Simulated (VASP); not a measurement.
```xyz
2
Lattice="2.9507 0.0000 0.0000 0.0000 2.9507 0.0000 0.0000 0.0000 2.9507" Properties=species:S:1:pos:R:3 pbc="T T T"
Ga     1.4753     1.4753     1.4753
Co     0.0000     0.0000     0.0000
```

The numbers are results of vdW-DF2, VASP's PBE PAW potentials (set 64) (plane waves; VASP), not measurements. Run with 520 eV cut-off, Gaussian smearing of 0.050 eV, potentials Ga_d Co.

Problem. Give the energies of bands 6 to 14 at the high-symmetry points, in eV from the Fermi level.

Solution. 
```tsv
band	Γ	X	M	R
6	-11.51	-7.76	-5.90	-3.73
7	-2.29	-6.36	-2.78	-3.73
8	-2.29	-2.08	-2.78	-3.73
9	-0.77	-1.66	-2.25	-0.29
10	-0.77	-1.66	-1.20	-0.24
11	-0.77	-0.76	-1.20	-0.24
12	4.89	0.03	-0.27	3.90
13	4.89	9.78	1.68	3.90
14	4.89	9.78	2.84	3.90
```

It has no gap at this level: it comes out as a metal or semimetal.

The compound is CoGa in the CsCl type structure. It was relaxed first, which changed the volume by +8 %. The run is not spin-polarised, so no magnetic state was tried.
